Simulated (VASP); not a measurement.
CaSe (rock salt): the formation energy from VASP (plane waves, PAW) at several levels of theory. The references are the elements' solids at the same level; no temperature or zero-point terms are added.    Without a dispersion term in the relaxation, distances and binding between the weakly bound layers, chains or molecules are unreliable, and so is what depends on them.

| level | formation energy (eV/atom) |
|---|---|
| LDA | -2.110 |
| PBE | -2.026 |
| PBEsol | -2.043 |
| r2SCAN | -2.320 |

The cell of the LDA run:

```
CaSe
1.0
    0.00000     2.90003     2.90003
    2.90003     0.00000     2.90003
    2.90003     2.90003     0.00000
Ca Se
1 1
Direct
  0.00000   0.00000   0.00000
  0.50000   0.50000   0.50000
```

Only levels that ran to the end are used. Left out are those held back, those with too coarse a band path, GW runs whose mesh misses a band edge, hybrids' fits of cells that aren't cubic and levels without matching references; a question may draw on a part of the rest.
